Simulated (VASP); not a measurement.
All values below come from MS2 meta-GGA, VASP's PBE PAW potentials (set 64) (plane waves; VASP).

VASP ran on this input.

File KPOINTS_OPT:
```
k-points along high-symmetry lines
6
Line-mode
Reciprocal
  0.000000   0.000000   0.000000 ! GAMMA
 -0.000000   0.000000   0.500000 ! X

 -0.000000   0.000000   0.500000 ! X
  0.250000   0.250000   0.250000 ! P

  0.250000   0.250000   0.250000 ! P
  0.000000   0.500000  -0.000000 ! N

  0.000000   0.500000  -0.000000 ! N
  0.000000   0.000000   0.000000 ! GAMMA

  0.000000   0.000000   0.000000 ! GAMMA
  0.500000   0.500000  -0.500000 ! M

  0.500000   0.500000  -0.500000 ! M
  0.357770   0.642230  -0.357770 ! S

 -0.357770   0.357770   0.357770 ! S_0
  0.000000   0.000000   0.000000 ! GAMMA

 -0.000000   0.000000   0.500000 ! X
 -0.215539   0.215539   0.500000 ! R

  0.500000   0.500000  -0.215539 ! G
  0.500000   0.500000  -0.500000 ! M
```

**KPOINTS**
```
kpoints
0
Gamma
 18 18 18
0 0 0
```

INCAR:
```
ALGO=Normal
EDIFF=1E-7
ENCUT=520
ISIF=2
ISMEAR=-5
LASPH=.TRUE.
LCHARG=.FALSE.
LMAXMIX=4
LMIXTAU=.TRUE.
LORBIT=11
LREAL=.FALSE.
LWAVE=.FALSE.
METAGGA=MS2
NEDOS=601
NELM=100
PREC=Accurate
SYSTEM=In
```

POSCAR:
```
In
1
   -1.6003950084     1.6003950084     2.4654832025
    1.6003950084    -1.6003950084     2.4654832025
    1.6003950084     1.6003950084    -2.4654832025
In
1
Direct
  0.0000000000   0.0000000000   0.0000000000
```

POTCAR, in this order: In_d (PBE.64 set). Program: vasp_std.

The run wrote:

**OUTCAR**
```
 ion  position               nearest neighbor table
   1  0.000  0.000  0.000-
  LATTYP: Found a body centered tetragonal cell.
 ALAT       =     3.2007900168
 C/A-ratio  =     1.5405466710
 Subroutine PRICEL returns:
 Original cell was already a primitive cell.
 Subroutine GETGRP returns: Found 16 space group operations
The static configuration has the point symmetry D_4h.
The dynamic configuration has the point symmetry D_4h.
 Subroutine INISYM returns: Found 16 space group operations
 Subroutine IBZKPT returns following result:
 Found    480 irreducible k-points:

 Following reciprocal coordinates:
            Coordinates               Weight
  0.000000  0.000000  0.000000      1.000000
  0.055556  0.000000  0.000000      8.000000
  0.111111  0.000000  0.000000      8.000000
  0.166667  0.000000 -0.000000      8.000000
  0.222222  0.000000 -0.000000      8.000000
  0.277778  0.000000 -0.000000      8.000000
  0.333333  0.000000 -0.000000      8.000000
  0.388889  0.000000 -0.000000      8.000000
  0.444444  0.000000 -0.000000      8.000000
  0.500000  0.000000 -0.000000      4.000000
  0.055556  0.055556 -0.000000      8.000000
  0.111111  0.055556 -0.000000     16.000000
  0.166667  0.055556 -0.000000     16.000000
  0.222222  0.055556 -0.000000     16.000000
  0.277778  0.055556  0.000000     16.000000
  0.333333  0.055556 -0.000000     16.000000
  0.388889  0.055556 -0.000000     16.000000
  0.444444  0.055556 -0.000000     16.000000
  0.500000  0.055556 -0.000000     16.000000
 -0.444444  0.055556  0.000000     16.000000
 -0.388889  0.055556  0.000000     16.000000
 -0.333333  0.055556  0.000000     16.000000
 -0.277778  0.055556  0.000000     16.000000
 -0.222222  0.055556  0.000000     16.000000
...
```

**OSZICAR**
```
       N       E                     dE             d eps       ncg     rms          rms(c)
DAV:   1     0.658005750763E+02    0.65801E+02   -0.59307E+03  9674   0.151E+03
DAV:   2    -0.571942636582E+01   -0.71520E+02   -0.70526E+02  9754   0.270E+02
DAV:   3    -0.804561018998E+01   -0.23262E+01   -0.23152E+01 11380   0.594E+01
DAV:   4    -0.809529183548E+01   -0.49682E-01   -0.49672E-01 12874   0.832E+00
DAV:   5    -0.809709680102E+01   -0.18050E-02   -0.18045E-02 12018   0.126E+00    0.175E+01
DAV:   6    -0.240530617038E+00    0.78566E+01   -0.25245E+01 10566   0.136E+02    0.388E+00
DAV:   7     0.649572293298E+00    0.89010E+00   -0.32609E+00 10700   0.441E+01    0.398E+00
DAV:   8     0.643648864988E+00   -0.59234E-02   -0.11412E-01  9714   0.560E+00    0.167E+00
DAV:   9     0.632687371383E+00   -0.10961E-01   -0.21110E-01 10594   0.114E+01    0.122E+00
DAV:  10     0.649986128776E+00    0.17299E-01   -0.53849E-02 10830   0.589E+00    0.555E-01
DAV:  11     0.659174194751E+00    0.91881E-02   -0.15125E-02 10784   0.304E+00    0.142E-01
DAV:  12     0.658754780276E+00   -0.41941E-03   -0.20928E-04 10092   0.273E-01    0.174E-01
DAV:  13     0.658898225382E+00    0.14345E-03   -0.67562E-05 11152   0.207E-01    0.127E-01
DAV:  14     0.659125637381E+00    0.22741E-03   -0.10153E-03 10818   0.805E-01    0.103E-02
DAV:  15     0.659116039210E+00   -0.95982E-05   -0.12463E-05 13274   0.709E-02    0.438E-02
DAV:  16     0.659123780872E+00    0.77417E-05   -0.12749E-06 10740   0.271E-02    0.218E-02
DAV:  17     0.659128281933E+00    0.45011E-05   -0.74547E-08  5410   0.626E-03    0.750E-03
DAV:  18     0.659132393242E+00    0.41113E-05   -0.56229E-08  5264   0.481E-03    0.264E-03
DAV:  19     0.659131976775E+00   -0.41647E-06   -0.13582E-07  5162   0.947E-03    0.179E-03
DAV:  20     0.659131630833E+00   -0.34594E-06   -0.50767E-09  5140   0.128E-03    0.791E-04
DAV:  21     0.659131417444E+00   -0.21339E-06   -0.28986E-09  5092   0.129E-03    0.236E-04
DAV:  22     0.659131408775E+00   -0.86684E-08   -0.71718E-10  5084   0.506E-04
   1 F= 0.65913141E+00 E0= 0.65913141E+00  d E =0.000000E+00
       N       E                     dE             ncg
```

### OUTCAR
```
------------------------ aborting loop because EDIFF is reached ----------------------------------------
  FORCE on cell =-STRESS in cart. coord.  units (eV):
  Direction    XX          YY          ZZ          XY          YZ          ZX
  --------------------------------------------------------------------------------------
  Total        0.0233818      0.0233818     -0.0207512      0.0000000      0.0000000      0.0000000
  in kB        1.4831088      1.4831088     -1.3162453      0.0000000      0.0000000      0.0000000
  external PRESSURE =       0.5499908 kB  Pullay stress =       0.0000000 kB
  volume of cell :       25.26
      direct lattice vectors                 reciprocal lattice vectors
    -1.600395008  1.600395008  2.465483203     0.000000000  0.312422869  0.202800003
     1.600395008 -1.600395008  2.465483203     0.312422869  0.000000000  0.202800003
     1.600395008  1.600395008 -2.465483203     0.312422869  0.312422869  0.000000000
 POSITION                                       TOTAL-FORCE (eV/Angst)
 -----------------------------------------------------------------------------------
      0.00000      0.00000      0.00000         0.000000      0.000000      0.000000
 -----------------------------------------------------------------------------------
    total drift:                               -0.000000     -0.000000     -0.000000
  FREE ENERGIE OF THE ION-ELECTRON SYSTEM (eV)
  ---------------------------------------------------
  free  energy   TOTEN  =         0.6591314088 eV

  energy  without entropy=        0.6591314088  energy(sigma->0) =        0.65913141

 total charge

# of ion       s       p       d       tot
------------------------------------------
    1        1.109   0.568   9.861  11.538
```
(Selected blocks of OUTCAR.)

For a metal the tetrahedron method with Blöchl corrections gives inexact stress and forces.

The compound is In in the bct structure. It was relaxed first.
